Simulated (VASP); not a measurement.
Consider the following.

```
Li2Se
1.0
    0.00000     2.94229     2.94229
    2.94229     0.00000     2.94229
    2.94229     2.94229     0.00000
Li Se
2 1
Direct
  0.25000   0.25000   0.25000
  0.75000   0.75000   0.75000
  0.00000   0.00000   0.00000
```

These are PBE GGA with D3 dispersion (zero damping), VASP's PBE PAW potentials (set 64) (plane waves; VASP) values and carry that method's errors. Settings: 520 eV cut-off, 6×6×6 Γ-centred mesh, Gaussian smearing of 0.050 eV, potentials Li_sv Se.

What does the run give for the energy per atom (σ→0), band gap (on the k-mesh) with the smallest direct gap where there is one?

The band gap (on the k-mesh) comes out as 2.92 eV, the smallest direct gap (on the k-mesh) is 3.65 eV and the energy per atom (σ→0) comes out as -3.903 eV/atom.

The absolute energy has meaning only against runs of the same code, potentials and settings.

The compound is Li2Se in the antifluorite structure. It was relaxed first, which changed the volume by -6 %. The start is the result of an earlier pass.
